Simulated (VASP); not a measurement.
# Mn2C (P6mm) in VASP: relaxation of cell and atoms with PBE

Aim: the relaxation of cell and atoms of Mn2C with PBE.

All numbers are computed with VASP 6.6.1; they aren't measurements. Logs are shortened: lines on timing, memory, paths and dates and some standing lists are left out, and cuts for length are marked.

**1. The crystal as given**

It takes space group P6mm (No. 183, hexagonal). The conventional cell has a = 3.617 Å, b = 3.617 Å, c = 3.601 Å, α = 90.00°, β = 90.00°, γ = 120.00°. Mn (site symmetry 3m) has 3 Mn at 2.09 Å as nearest neighbours. Around C (site symmetry 6mm) lie 6 Mn at 2.40 Å.

The cell was built by a generator and needn't be a form met in nature.

**2. Relaxation of cell and atoms, PBE, collinear spin, ferromagnetic start**

Contents of INCAR:

```
ALGO = Fast ; EDIFF = 1E-4
EDIFFG = -0.08 ; ENCUT = 520
GGA = PE ; IBRION = 2
ISIF = 3 ; ISMEAR = 0
ISPIN = 2 ; LASPH = T
LCHARG = F ; LMAXMIX = 4
LORBIT = 11 ; LREAL = F
LWAVE = F ; MAGMOM = 4 4 0
NELM = 60 ; NSW = 24
PREC = Normal ; SIGMA = 0.15
```

Contents of KPOINTS:

```
k-points
0
Gamma
  7 7 6
```

Contents of POSCAR:

```
Mn2C
1.0
    3.6168103600      0.0000000000      0.0000000000
   -1.8084051800      3.1322496500      0.0000000000
    0.0000000000      0.0000000000      3.6010731100
Mn C
2 1
Direct
    0.3333333300      0.6666666700      0.6007182300
    0.6666666700      0.3333333300      0.6007182300
    0.0000000000      0.0000000000      0.2709664900
```

Potentials or basis: VASP PAW PBE potentials, release 64 (Mn_pv, C).

Started as:

```console
$ cat potpaw_PBE.64/Mn_pv/POTCAR potpaw_PBE.64/C/POTCAR > POTCAR
$ mpirun -np 1 vasp_std > vasp.out
```

OUTCAR:

```text
EDIFF = 1E-4
   EDIFFG = -0.08
   ENCUT = 520
   GGA = PE
   IBRION = 2
   ISIF = 3
   ISMEAR = 0
   ISPIN = 2
   LASPH = T
   LORBIT = 11
   LREAL = F
   NELM = 60
   NSW = 24
   PREC = Normal

 ion  position               nearest neighbor table
   1  0.333  0.667  0.601-   2 2.09   2 2.09   2 2.09   3 2.40   3 2.40   3 2.40
   2  0.667  0.333  0.601-   1 2.09   1 2.09   1 2.09   3 2.40   3 2.40   3 2.40
   3  0.000  0.000  0.271-   1 2.40   2 2.40   1 2.40   2 2.40   2 2.40   1 2.40

  LATTYP: Found a hexagonal cell.
 ALAT       =     3.6168103600
 C/A-ratio  =     0.9956488595

  Lattice vectors:

 A1 = (   3.6168103600,   0.0000000000,   0.0000000000)
 A2 = (  -1.8084051800,   3.1322496500,   0.0000000000)
 A3 = (   0.0000000000,   0.0000000000,   3.6010731100)

Analysis of symmetry for initial positions (statically):
=====================================================================
 Subroutine PRICEL returns:
 Original cell was already a primitive cell.

 Routine SETGRP: Setting up the symmetry group for a
 hexagonal supercell.

 Subroutine GETGRP returns: Found 12 space group operations
 (whereof 12 operations were pure point group operations)
 out of a pool of 24 trial point group operations.

The static configuration has the point symmetry C_6v.

Analysis of symmetry for dynamics (positions and initial velocities):
=====================================================================
 Subroutine PRICEL returns:
 Original cell was already a primitive cell.

 Routine SETGRP: Setting up the symmetry group for a
 hexagonal supercell.

 Subroutine GETGRP returns: Found 12 space group operations
 (whereof 12 operations were pure point group operations)
 out of a pool of 24 trial point group operations.

The dynamic configuration has the point symmetry C_6v.

Analysis of structural, dynamic, and magnetic symmetry:
=====================================================================
 Subroutine PRICEL returns:
 Original cell was already a primitive cell.

 Routine SETGRP: Setting up the symmetry group for a
 hexagonal supercell.

 Subroutine GETGRP returns: Found 12 space group operations
 (whereof 12 operations were pure point group operations)
 out of a pool of 24 trial point group operations.

The overall configuration has the point symmetry C_6v.

 Subroutine INISYM returns: Found 12 space group operations
[... 128 lines left out ...]
   LEPSILON=     F    determine dielectric tensor
   LRPA    =     F    only Hartree local field effects (RPA)
 conjugate gradient relaxation of ions
 spin polarized calculation
 RMM-DIIS sequential band-by-band and
 Gauss-broadening in eV      SIGMA  =   0.15
  energy-cutoff  :      520.00
  volume of cell :       40.80
 maximum number of plane-waves:      1111
   NGX = 13   NGY = 13   NGZ = 13

--------------------------------------- Ionic step        1  -------------------------------------------

 number of electron      29.9999840 magnetization       0.3977323

 Free energy of the ion-electron system (eV)
  ---------------------------------------------------
  ext. energy  EPLUGINS =         0.00000000
  ---------------------------------------------------
  free energy    TOTEN  =       -21.05285697 eV

  energy without entropy =      -21.01294974  energy(sigma->0) =      -21.03290335

------------------------ aborting loop because EDIFF is reached ----------------------------------------

  FORCE on cell =-STRESS in cart. coord.  units (eV):
  Direction    XX          YY          ZZ          XY          YZ          ZX
  --------------------------------------------------------------------------------------
  -------------------------------------------------------------------------------------
  Total       -2.8385391     -2.8385391     -7.0187965      0.0000000     -0.0000000     -0.0000000
  in kB     -111.4785782   -111.4785781   -275.6507561      0.0000000     -0.0000000     -0.0000000
  external PRESSURE =    -166.2026375 kB  Pullay stress =       0.0000000 kB
[... 92 lines left out ...]
  FREE ENERGIE OF THE ION-ELECTRON SYSTEM (eV)
  ---------------------------------------------------
  free  energy   TOTEN  =       -21.7886883733 eV

  energy  without entropy=      -21.7474229481  energy(sigma->0) =      -21.76805566

 E-fermi :  10.9574     XC(G=0): -13.8470

 val. band max:       10.9474766157   @ k =   0.1429   0.1429   0.5000
 cond. band min:      11.0348088409   @ k =   0.1429   0.1429   0.1667
 fundamental gap:      0.0873322252
 Fermi energy:        10.9573685814

 spin component 1

 k-point     1 :       0.0000    0.0000    0.0000
  band No.  band energies     occupation
      1     -38.0122      1.00000
      2     -38.0121      1.00000
      3     -37.2453      1.00000
      4     -36.9047      1.00000
      5     -36.7104      1.00000
      6     -36.7104      1.00000
[... 1241 lines left out ...]
     22      18.6548      0.00000
     23      23.3727      0.00000

 [... further k-points ...]

[... ionic steps 4 to 21 ...]

--------------------------------------- Ionic step       22  -------------------------------------------

 number of electron      29.9999971 magnetization      -0.0000045

 number of electron      29.9999971 magnetization       0.0000005
[... 73 lines left out ...]
 number of electron      29.9999964 magnetization       0.0000001

 number of electron      29.9999964 magnetization      -0.0000032

 Free energy of the ion-electron system (eV)
  ---------------------------------------------------
  ext. energy  EPLUGINS =         0.00000000
  ---------------------------------------------------
  free energy    TOTEN  =       -24.26588123 eV

  energy without entropy =      -24.22272430  energy(sigma->0) =      -24.24430276

 E-fermi :   8.4853     XC(G=0): -12.8599

 val. band max:        8.4734569302   @ k =   0.4286   0.1429   0.3333
 cond. band min:       8.5164976344   @ k =   0.4286   0.1429   0.5000
 fundamental gap:      0.0430407042
 Fermi energy:         8.4853027189

 spin component 1

 k-point     1 :       0.0000    0.0000    0.0000
  band No.  band energies     occupation
      1     -40.1861      1.00000
      2     -40.1861      1.00000
      3     -39.7562      1.00000
      4     -39.4941      1.00000
      5     -39.1832      1.00000
      6     -39.1832      1.00000
[... 1273 lines left out ...]
  FREE ENERGIE OF THE ION-ELECTRON SYSTEM (eV)
  ---------------------------------------------------
  free  energy   TOTEN  =       -24.2658812305 eV

  energy  without entropy=      -24.2227242957  energy(sigma->0) =      -24.24430276

 reached required accuracy - stopping structural energy minimisation

 total charge

# of ion       s       p       d       tot
------------------------------------------
    1        0.394   6.420   5.299  12.113
    2        0.394   6.420   5.299  12.113
    3        0.911   1.328   0.000   2.239
--------------------------------------------------
tot          1.698  14.169  10.598  26.465

 magnetization (x)

# of ion       s       p       d       tot
------------------------------------------
    1        0.000   0.000  -0.000  -0.000
    2        0.000   0.000  -0.000  -0.000
    3       -0.000  -0.000   0.000  -0.000
--------------------------------------------------
tot          0.000   0.000  -0.000  -0.000
```

OSZICAR:

```text
N       E                     dE             d eps       ncg     rms          rms(c)
DAV:   1     0.311568690552E+03    0.31157E+03   -0.17760E+04  2944   0.159E+03
DAV:   2    -0.561118021618E+01   -0.31718E+03   -0.30472E+03  3042   0.450E+02
DAV:   3    -0.214830518149E+02   -0.15872E+02   -0.15502E+02  3340   0.111E+02
[... 226 lines left out ...]
DAV:   1    -0.242717910842E+02   -0.82402E-02   -0.80660E-01  3423   0.215E+01    0.118E+00
RMM:   2    -0.242749357040E+02   -0.31446E-02   -0.15580E-01  3241   0.394E+00    0.786E-01
RMM:   3    -0.242661700063E+02    0.87657E-02   -0.34389E-02  3042   0.175E+00    0.273E-01
RMM:   4    -0.242658458551E+02    0.32415E-03   -0.77032E-03  2986   0.788E-01    0.112E-01
RMM:   5    -0.242658672955E+02   -0.21440E-04   -0.14211E-03  2936   0.404E-01    0.770E-02
RMM:   6    -0.242658812305E+02   -0.13935E-04   -0.29333E-04  2113   0.158E-01
  24 F= -.24265881E+02 E0= -.24244303E+02  d E =-.615983E-02  mag=    -0.0000
```

CONTCAR:

```text
Mn2C
   1.00000000000000
     3.6779485247969470    0.0000000000000000   -0.0000000000000000
    -1.8389742623984735    3.1851968538207434   -0.0000000000000000
     0.0000000000000000   -0.0000000000000000    2.7088074841126399
  Mn              C
     2     1
Direct
     0.3333333300000021    0.6666666699999979    0.4919461238700022
     0.6666666699999979    0.3333333300000021    0.4919461238700022
     0.0000000000000000    0.0000000000000000    0.4885107022599910

  0.00000000E+00  0.00000000E+00  0.00000000E+00
  0.00000000E+00  0.00000000E+00  0.00000000E+00
  0.00000000E+00  0.00000000E+00  0.00000000E+00
```

Run time: 4.4 min. Hardware: 1 thread of Intel Xeon Platinum 8559C (Emerald Rapids), shared host; peak memory 0.17 GiB.

Results:

| Item | Value |
| --- | --- |
| Free energy | -24.2659 eV |
| Relaxed volume | 10.58 Å³/atom |
| Relaxed cell | a = 3.678 Å, b = 3.678 Å, c = 2.709 Å, α = 90.00°, β = 90.00°, γ = 120.00° |
| Space group after relaxing (to 0.05 Å) | P6/mmm (No. 191) |
| Energy gained by relaxing | 1071.0 meV/atom |
| Ionic steps | 24 |
| Pressure after relaxing | -0.6 GPa |
| Largest force after relaxing | 0.050 eV/Å |
| Band gap on the k mesh | none (metal or under the smearing width) |
| Net moment | 0.00 μB per cell |
| Valence electrons inside the program's atomic spheres | Mn 12.11; C 2.24 |

Forces on the atoms (eV/Å):
```
Mn   0.000  0.000 -0.025
Mn   0.000  0.000 -0.025
C    0.000  0.000  0.050
```

Stress tensor (GPa, compression positive):
```
-0.64  0.00  0.00
 0.00 -0.64  0.00
 0.00  0.00 -0.49
```

The path:
| step | energy change (eV) | largest force (eV/Å) | pressure (GPa) | volume (Å³) |
| --- | --- | --- | --- | --- |
| 1 | 0.0000 | 1.6775 | -16.62 | 40.80 |
| 2 | -0.7334 | 0.6593 | 12.48 | 32.96 |
| 3 | -0.7358 | 0.6199 | 15.19 | 32.68 |
| 4 | -1.2540 | 1.1009 | 15.51 | 31.20 |
| 5 | -2.1111 | 1.3742 | 24.23 | 28.00 |
| 6 | 3.1128 | 1.5453 | 197.25 | 20.61 |
| 7 | -2.0174 | 1.0150 | 23.42 | 27.61 |
| 8 | -2.0106 | 0.9677 | 30.17 | 26.90 |
| 9 | -2.0239 | 1.0140 | 26.08 | 27.17 |
| 10 | -2.2469 | 1.3873 | 1.27 | 29.37 |
| 11 | -2.2496 | 1.4330 | -2.56 | 29.72 |
| 12 | -2.2497 | 1.4569 | -0.86 | 29.63 |
| 13 | -2.3187 | 1.5724 | -0.78 | 29.85 |
| 14 | -2.5596 | 1.9412 | -2.71 | 30.52 |
| 15 | -3.0416 | 1.3258 | -5.86 | 31.88 |
| 16 | -2.6982 | 2.0956 | -15.95 | 34.63 |
| 17 | -3.1749 | 0.0654 | -10.61 | 32.79 |
| 18 | -3.1853 | 0.4474 | 4.39 | 31.51 |
| 19 | -3.2069 | 0.2027 | -0.89 | 32.09 |
| 20 | -3.2067 | 0.1841 | -3.40 | 32.13 |
| 21 | -3.2069 | 0.2234 | -1.91 | 32.11 |
| 22 | -3.2109 | 0.0796 | -3.00 | 31.97 |
| 23 | -3.2107 | 0.1939 | -0.15 | 31.56 |
| 24 | -3.2130 | 0.0499 | -0.59 | 31.73 |

Final structure:
```xyz
3
Lattice="3.6779 0.0000 0.0000 -1.8390 3.1852 0.0000 0.0000 0.0000 2.7088" Properties=species:S:1:pos:R:3 pbc="T T T"
Mn    0.0000    2.1235    1.3326
Mn    1.8390    1.0617    1.3326
C     0.0000    0.0000    1.3233
```

Levels at points of the mesh, in eV from the Fermi level:
Spin up:
| k point | band 13 | band 14 | band 15 | band 16 | band 17 | band 18 |
| --- | --- | --- | --- | --- | --- | --- |
| (0.00, 0.00, 0.00) | -1.07 | -1.07 | -0.82 | 0.86 | 0.86 | 1.81 |
| (0.00, 0.00, 0.50) | -1.08 | -1.08 | -0.14 | -0.14 | 0.22 | 1.73 |
Spin down:
```
           k point  band 11  band 12  band 13  band 14  band 15  band 16  band 17  band 18  band 19  band 20
(0.00, 0.00, 0.00)    -1.39    -1.39    -1.07    -1.07    -0.82     0.86     0.86     1.81     2.47     4.91
(0.00, 0.00, 0.50)    -2.69    -2.69    -1.08    -1.08    -0.14    -0.14     0.22     1.73     4.62     5.25
```

Caveat: the starting moments collapsed, and a magnetic state may lie lower; the volume moved by over 15 % at a fixed basis, so the end points are rough; the relaxation stopped at a loose force limit of 0.08 eV/Å, so its end isn't a converged minimum.
